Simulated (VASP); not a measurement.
# Absorption of CaO from time-dependent hybrids, part 2 of 4

Which functionals bind an exciton in CaO? The cell is of the rock-salt type, one of the forms listed for this formula. The start is a computed cell from the Materials Project.

VASP 6.6.1, plane waves and PAW; the level of theory is named at each step.

So far, lowest excitation (eV): step 4 (casida equation on LDA) 3.84.

## 5. Orbitals for ground state at B3LYP

This step: LDA; plane waves and PAW (Ca_sv, O) (VASP 6.6.1).

A hybrid converges faster from good orbitals, so a cheap LDA run writes WAVECAR first.

Input file INCAR:

```
SYSTEM = CaO
PREC = Accurate
ENCUT = 420
EDIFF = 1E-05
NELM = 100
ISMEAR = 0
SIGMA = 0.01
LREAL = .FALSE.
ALGO = Normal
GGA = CA
NBANDS = 14
LORBIT = 11
LWAVE = .TRUE.
LCHARG = .FALSE.
KPAR = 4
```

Input file POSCAR:

```
CaO
1.0
    0.0000000000      2.4035556960      2.4035556960
    2.4035556960      0.0000000000      2.4035556960
    2.4035556960      2.4035556960      0.0000000000
Ca O
1 1
Direct
    0.0000000000      0.0000000000      0.0000000000
    0.5000000000      0.5000000000      0.5000000000
```

Input file KPOINTS:

```
Automatic mesh
0
Gamma
6 6 6
0 0 0
```

Potentials, in the order of the species: Ca_sv and O (PBE family, release 64).

Launch:

```bash
$ mpirun -np 4 vasp_std
```

What it wrote:

```text
[banner, memory and clock lines left out]
running    4 mpi-ranks, on    1 nodes
 distrk:  each k-point on    1 cores,    4 groups
 distr:  one band on    1 cores,    1 groups

 POSCAR found type information on POSCAR CaO
 POSCAR found :  2 types and       2 ions
 [... a notice as in an earlier step ...]

 LDA part: xc-table for (Slater(with rela. corr.)+CA(PZ))
 , standard interpolation
 POSCAR, INCAR and KPOINTS ok, starting setup
 FFT: planning ... GRIDC
 FFT: planning ... GRID_SOFT
 FFT: planning ... GRID
 WAVECAR not read
 entering main loop
       N       E                     dE             d eps       ncg     rms          rms(c)
[... 11 cycles as in an earlier step ...]
DAV:  12    -0.142802853871E+02    0.14521E-05   -0.13179E-05   444   0.470E-02
   1 F= -.14280285E+02 E0= -.14280285E+02  d E =-.387806-110
 writing wavefunctions
```

The job ended after 5.2 s (4 MPI ranks of Intel Xeon Platinum 8488C (Sapphire Rapids), shared host; peak memory 0.46 GiB).

From OUTCAR (step 5):

```text
   NELECT =      16.0000    total number of electrons

 E-fermi :   2.0914

 k-point     1 :       0.0000    0.0000    0.0000
  band No.  band energies     occupation
    ...
      4     -16.1729      2.00000
      5     -13.2625      2.00000
      6       1.9350      2.00000
      7       1.9350      2.00000
      8       1.9350      2.00000
      9       6.5059      0.00000
     10       8.0416      0.00000
     11       8.0416      0.00000
     12       8.0416      0.00000
     13       9.5976      0.00000
    ...

  Total       -1.5303641     -1.5303641     -1.5303641      0.0000000      0.0000000     -0.0000000
  in kB      -88.2902596    -88.2902596    -88.2902596      0.0000000      0.0000000     -0.0000000
  external PRESSURE =     -88.2902596 kB  Pullay stress =       0.0000000 kB

  FREE ENERGIE OF THE ION-ELECTRON SYSTEM (eV)
  ---------------------------------------------------
  free  energy   TOTEN  =       -14.2802853871 eV

  energy  without entropy=      -14.2802853871  energy(sigma->0) =      -14.28028539

[... 10 parts as in an earlier step ...]

[... 8 further parts left out ...]
```

This step gave:

| Item | Value |
| --- | --- |
| Fermi energy | 2.091 eV |
| pressure | -8.829 GPa |
| gap on the k-mesh | 3.463 eV |

The run ends at a pressure of -8.83 GPa.

## 6. Ground state at B3LYP

This step: B3LYP; plane waves and PAW (Ca_sv, O) (VASP 6.6.1).

The orbitals come from a self-consistent B3LYP run. EDIFF is tight for accurate orbitals, and a narrow smearing avoids fractional occupations.

Input file INCAR:

```
SYSTEM = CaO
PREC = Accurate
ENCUT = 420
EDIFF = 1E-08
NELM = 100
ISMEAR = 0
SIGMA = 0.01
LREAL = .FALSE.
ALGO = Normal
LHFCALC = .TRUE.
AEXX = 0.2
GGA = B3
AGGAX = 0.72
AGGAC = 0.81
ALDAC = 0.19
LASPH = .TRUE.
NBANDS = 14
PRECFOCK = Fast
LORBIT = 11
LWAVE = .TRUE.
LCHARG = .FALSE.
KPAR = 4
```

POSCAR is that of step 5.

KPOINTS is that of step 5.

The WAVECAR or CHGCAR of an earlier step is read.

Launch:

```bash
$ mpirun -np 4 vasp_std
```

What it wrote:

```text
[banner, memory and clock lines left out]
running    4 mpi-ranks, on    1 nodes
 distrk:  each k-point on    1 cores,    4 groups
 distr:  one band on    1 cores,    1 groups

 POSCAR found type information on POSCAR CaO
 POSCAR found :  2 types and       2 ions
 [... a notice as in an earlier step ...]

 LDA part: xc-table for (Slater(with rela. corr.)+VWN3), standard interpolation
 found WAVECAR, reading the header
 POSCAR, INCAR and KPOINTS ok, starting setup
 FFT: planning ... GRIDC
 FFT: planning ... GRID_SOFT
 FFT: planning ... GRID
 reading WAVECAR
 the WAVECAR file was read successfully
 initial charge from wavefunction
 entering main loop
       N       E                     dE             d eps       ncg     rms          rms(c)
DAV:   1    -0.146772847239E+02   -0.14677E+02   -0.39416E-01   472   0.735E+00    0.172E+00
DAV:   2    -0.145915101092E+02    0.85775E-01   -0.15706E-01   478   0.432E+00    0.384E-01
DAV:   3    -0.145999603977E+02   -0.84503E-02   -0.38612E-02   516   0.151E+00    0.438E-01
DAV:   4    -0.145981244137E+02    0.18360E-02   -0.46289E-03   518   0.770E-01    0.175E-01
DAV:   5    -0.145980572582E+02    0.67156E-04   -0.14417E-03   508   0.359E-01    0.652E-02
DAV:   6    -0.145979820624E+02    0.75196E-04   -0.62784E-05   570   0.956E-02    0.378E-02
DAV:   7    -0.145979637494E+02    0.18313E-04   -0.34811E-05   514   0.526E-02    0.272E-02
DAV:   8    -0.145979603537E+02    0.33958E-05   -0.51127E-06   474   0.258E-02    0.159E-02
DAV:   9    -0.145979590467E+02    0.13070E-05   -0.28037E-06   466   0.163E-02    0.806E-03
DAV:  10    -0.145979588936E+02    0.15316E-06   -0.39958E-07   468   0.675E-03    0.473E-03
DAV:  11    -0.145979589102E+02   -0.16681E-07   -0.12726E-07   484   0.386E-03    0.295E-03
DAV:  12    -0.145979589634E+02   -0.53165E-07   -0.51490E-08   472   0.233E-03    0.182E-03
DAV:  13    -0.145979589986E+02   -0.35220E-07   -0.18775E-08   478   0.136E-03    0.108E-03
DAV:  14    -0.145979590191E+02   -0.20423E-07   -0.60765E-09   332   0.797E-04    0.657E-04
DAV:  15    -0.145979590302E+02   -0.11141E-07   -0.26703E-09   254   0.557E-04    0.402E-04
DAV:  16    -0.145979590363E+02   -0.61139E-08   -0.92691E-10   242   0.321E-04
   1 F= -.14597959E+02 E0= -.14597959E+02  d E =-.447504-103
 writing wavefunctions
```

Run time: 1.8 min. Hardware: 4 MPI ranks; peak memory 0.53 GiB; 6.8 min of CPU time.

From OUTCAR (step 6):

```text
   k-points           NKPTS =     16   k-points in BZ     NKDIM =    216   number of bands    NBANDS=     14

   NELECT =      16.0000    total number of electrons

  exchange ACFDT corr.  =         0.00000000  see jH, gK, PRB 81, 115126

 E-fermi :   1.4494

 k-point     1 :       0.0000    0.0000    0.0000
  band No.  band energies     occupation
    ...
      4     -18.0703      2.00000
      5     -15.3369      2.00000
      6       1.2983      2.00000
      7       1.2983      2.00000
      8       1.2983      2.00000
      9       8.0630      0.00000
     10       9.6648      0.00000
     11       9.6648      0.00000
     12       9.6648      0.00000
     13      11.2340      0.00000
    ...

 POSITION                                       TOTAL-FORCE (eV/Angst)
 -----------------------------------------------------------------------------------
      0.00000      0.00000      0.00000        -0.000000      0.000000     -0.000000
      2.40356      2.40356      2.40356         0.000000     -0.000000      0.000000
 -----------------------------------------------------------------------------------
    total drift:                               -0.000000     -0.000000     -0.000000

  FREE ENERGIE OF THE ION-ELECTRON SYSTEM (eV)
  ---------------------------------------------------
  free  energy   TOTEN  =       -14.5979590363 eV

  energy  without entropy=      -14.5979590363  energy(sigma->0) =      -14.59795904

[... 7 parts as in an earlier step ...]

[... 9 further parts left out ...]
```

The PAW data sets were made with PBE, which is usual practice but a small mismatch for other functionals.

This step gave:

```
free energy (TOTEN)            : -14.60 eV
Fermi energy                   : 1.449 eV
gap on the k-mesh              : 5.664 eV
least direct gap on the k-mesh : 6.071 eV
```

## 7. Empty bands, functional B3LYP

ALGO = Exact diagonalises the converged Hamiltonian in one step, and LOPTICS writes the k-derivatives of the orbitals (WAVEDER), which give the transition dipoles.

Input file INCAR:

```
SYSTEM = CaO
PREC = Accurate
ENCUT = 420
ISMEAR = 0
SIGMA = 0.01
LREAL = .FALSE.
LHFCALC = .TRUE.
AEXX = 0.2
GGA = B3
AGGAX = 0.72
AGGAC = 0.81
ALDAC = 0.19
LASPH = .TRUE.
NBANDS = 24
PRECFOCK = Fast
ALGO = Exact
NELM = 1
LWAVE = .TRUE.
LCHARG = .FALSE.
LOPTICS = .TRUE.
NEDOS = 1000
CSHIFT = 0.1
```

POSCAR is that of step 6.

KPOINTS is that of step 6.

The run starts from files that an earlier step left in the folder.

Launch:

```bash
$ mpirun -np 4 vasp_std
```

What it wrote:

```text
[banner, memory and clock lines left out]
running    4 mpi-ranks, on    1 nodes
[...]
[... a notice as in an earlier step ...]

 LDA part: xc-table for (Slater(with rela. corr.)+VWN3), standard interpolation
 found WAVECAR, reading the header
  number of bands has changed, file:    14 present:    24
  trying to continue reading WAVECAR, but it might fail
 POSCAR, INCAR and KPOINTS ok, starting setup
[...]
reading WAVECAR
 random initialization beyond band           14
 the WAVECAR file was read successfully
 initial charge from wavefunction
 entering main loop
       N       E                     dE             d eps       ncg     rms          rms(c)
DIA:   1    -0.145979590429E+02   -0.14598E+02    0.00000E+00     0   0.000E+00
   1 F= -.14597959E+02 E0= -.14597959E+02  d E =-.136123E-11
 writing wavefunctions
 optical routines
 imaginary and real dielectric function
 recalculating local potential from charge density
 direction            1
 direction            2
 direction            3
```

The job ended after 5.8 min (4 MPI ranks; peak memory 0.66 GiB; 23 min of CPU time).

From OUTCAR (step 7):

```text
 POSITION                                       TOTAL-FORCE (eV/Angst)
 -----------------------------------------------------------------------------------
      0.00000      0.00000      0.00000         0.000000      0.000000      0.000000
      2.40356      2.40356      2.40356        -0.000000     -0.000000      0.000000
 -----------------------------------------------------------------------------------
    total drift:                               -0.000000     -0.000000     -0.000000

  FREE ENERGIE OF THE ION-ELECTRON SYSTEM (eV)
  ---------------------------------------------------
  free  energy   TOTEN  =       -14.5979590429 eV

  energy  without entropy=      -14.5979590429  energy(sigma->0) =      -14.59795904

[... 2 parts as in an earlier step ...]

[... 1 further part left out ...]
[key lines of the parts left out:]
E-fermi :   1.3406
```

## 8. Casida equation on B3LYP

This step: time-dependent B3LYP, Casida form; plane waves and PAW (Ca_sv, O) (VASP 6.6.1).

The Casida equation, in the Tamm-Dancoff approximation (ANTIRES = 0), couples the pairs by a local exchange-correlation kernel and by exact exchange, which attracts electron and hole.

Edit INCAR of step 7 so:

```diff
@@ -15,8 +15,12 @@
 PRECFOCK = Fast
-ALGO = Exact
-NELM = 1
-LWAVE = .TRUE.
-LCHARG = .FALSE.
-LOPTICS = .TRUE.
+ALGO = TDHF
+NBANDSO = 4
+NBANDSV = 4
+OMEGAMAX = 25
 NEDOS = 1000
 CSHIFT = 0.1
+LWAVE = .FALSE.
+LCHARG = .FALSE.
+ANTIRES = 0
+LFXC = .TRUE.
+LADDER = .TRUE.
```

POSCAR is that of step 7.

KPOINTS is that of step 7.

The WAVECAR or CHGCAR of an earlier step is read.

Launch:

```bash
$ mpirun -np 4 vasp_std
```

What it wrote:

```text
[banner, memory and clock lines left out]
 LDA part: xc-table for (Slater(with rela. corr.)+VWN3), standard interpolation
 found WAVECAR, reading the header
 POSCAR, INCAR and KPOINTS ok, starting setup
 FFT: planning ... GRIDC
 FFT: planning ... GRID_SOFT
 FFT: planning ... GRID
 reading WAVECAR
 the WAVECAR file was read successfully
 initial charge from wavefunction
 available memory per node:    134.83 GB, setting MAXMEM to    138061

 The Fermi energy was updated, please check that it is located mid-gap
 values below the HOMO (VB) or above the LUMO (CB) will cause erroneous energies
 E-fermi :   4.1303

 the WAVEDER file was read successfully
 responsefunction array rank=     308
 LDA part: xc-table for (Slater(with rela. corr.)+VWN3), standard interpolation

 Doing            0  frequencies on each core in blocks of            0
 parallelization over k-points
 Using distributed matrix
 Using distributed eigensolver
 allocating two-electron 4 orbital integral table    4    4    4    4
 BSE setting up matrix
 available memory per node:    134.76 GB, setting MAXMEM to    137993
 Calculate matrix elements of the BSE Hamiltonian:
 Workload is divided into blocks of two-electron 4 orbital integrals computed in
  parallel.
 Each block/integral has dimensions  of (   4,   4,   4,   4) orbitals
 Total number of blocks/integrals:                23436
 Number of spins:                                     1
 Number of kpoints:                                 216
 Spin channel:                                        1
  Number of blocks of unoccupied bands:               1
  Number of blocks of occupied bands:                 1
 Number of rows/columns of blocks:                  216

                                                        Time (sec)
               Integrals                 Ranks       Real         CPU
  [         1 -        864/     23436]     4         0.53        0.00
  [       865 -       1728/     23436]     4         1.09        0.00
  [      1729 -       2592/     23436]     4         1.76        0.00
  [      2593 -       3456/     23436]     4         2.34        0.00
  [      3457 -       4320/     23436]     4         2.88        0.00
  [      4321 -       5184/     23436]     4         3.41        0.00
  [      5185 -       6048/     23436]     4         3.96        0.00
  [      6049 -       6912/     23436]     4         4.49        0.00
  [      6913 -       7776/     23436]     4         5.03        0.00
  [      7777 -       8640/     23436]     4         5.57        0.00
  [      8641 -       9504/     23436]     4         6.10        0.00
  [      9505 -      10368/     23436]     4         6.64        0.00
  [     10369 -      11232/     23436]     4         7.17        0.00
  [     11233 -      12096/     23436]     4         7.71        0.00
  [     12097 -      12960/     23436]     4         8.29        0.00
  [     12961 -      13824/     23436]     4         8.83        0.00
  [     13825 -      14688/     23436]     4         9.36        0.00
  [     14689 -      15552/     23436]     4         9.91        0.00
  [     15553 -      16416/     23436]     4        10.52        0.00
  [     16417 -      17280/     23436]     4        11.62        0.00
  [     17281 -      18144/     23436]     4        12.73        0.00
  [     18145 -      19008/     23436]     4        13.70        0.00
  [     19009 -      19872/     23436]     4        14.56        0.00
  [     19873 -      20736/     23436]     4        15.11        0.00
  [     20737 -      21600/     23436]     4        15.66        0.00
  [     21601 -      22464/     23436]     4        16.37        0.00
  [     22465 -      23328/     23436]     4        16.93        0.00
  [     23329 -      23436/     23436]     4        17.07        0.00

[... 5 parts as in an earlier step ...]
```

Wall time 29 s (4 MPI ranks); peak memory 1.1 GiB.

From OUTCAR (step 8):

```text
   NELECT =      16.0000    total number of electrons

 E-fermi :   4.1303

[... 8 parts as in an earlier step ...]

[... 2 further parts left out ...]
```

This step gave:

```yaml
lowest_excitation: 5.591 eV
direct_gap_less_the_lowest_excitation: 0.4801 eV
```

The imaginary dielectric function, xx has structure finer than the step of the table below, so its rows give means over 1 eV, whole bins alone (the curve runs from 0 to 25 eV). Peaks (eV: height): 6.1: 2.86, 6.6: 4.28, 7.5: 7.40, 8.9: 5.51, 9.3: 4.91, 10.0: 4.06, 10.8: 4.33.

From 4 filled and 4 empty bands alone, without any pair above OMEGAMAX = 25 eV, so strength is missing wherever others contribute; lines are broadened by CSHIFT, which also makes the tail under the first line. Table of imaginary dielectric function, xx by photon energy; means over each step:

| photon energy (eV) | imaginary dielectric function, xx |
| --- | --- |
| 1 | 0.00448 |
| 2 | 0.0101 |
| 3 | 0.0193 |
| 4 | 0.0401 |
| 5 | 0.228 |
| 6 | 1.72 |
| 7 | 2.96 |
| 8 | 2.19 |
| 9 | 3.91 |
| 10 | 2.49 |
| 11 | 2.91 |
| 12 | 1.01 |
| 13 | 0.177 |
| 14 | 0.0354 |
| 15 | 0.0198 |
| 16 | 0.0131 |
| 17 | 0.00948 |
| 18 | 0.00727 |
| 19 | 0.00590 |
| 20 | 0.00526 |
| 21 | 0.00614 |
| 22 | 0.0430 |
| 23 | 0.117 |
| 24 | 0.101 |

Some of the lowest 40 states alone, with states under 2.5 meV apart joined, scaled to the strongest line shown. Lines of the exciton spectrum (strongest = 100):

| position (eV) | lines merged | oscillator strength |
| --- | --- | --- |
| 5.591 | 3 | 0.0 |
| 5.595 | 3 | 49 |
| 6.081 | 3 | 0.0 |
| 6.087 | 3 | 69 |
| 6.105 | 3 | 0.0 |
| 6.108 | 3 | 0.0 |
| 6.297 | 3 | 29 |
| 6.561 | 3 | 0.0 |
| 6.631 | 3 | 0.0 |
| 6.640 | 3 | 100 |
| 6.686 | 3 | 0.0 |
| 6.696 | 2 | 0.0 |
| 6.699 | 1 | 0.0 |

The lowest excitation lies at 5.591 eV, -480 meV against the direct gap of these orbitals. It is dark; the first state with over 2 % of the strongest strength among the lowest 40 lies at 5.595 eV. No second mesh in this session tests these energies, peaks and heights, and most of the distance from the gap can be the mesh's own exchange term.

[end of part 2 of 4]

[Lines on the potential files, build, host, timing and source positions are cut from VASP's logs without a mark.]

[Logs are printed without paths, hosts, clocks, repeated set-up lines and the standing remarks that a program may print on its own settings, such as how far it seeks lower states.]

[Hosts, paths, dates, database ids (printed as entryN), source tags and the programs' standing remarks are cut or masked in the printed files.]

[Pressures printed for these runs are not shown converged in the cutoff: they can be off by several GPa and have the wrong sign.]
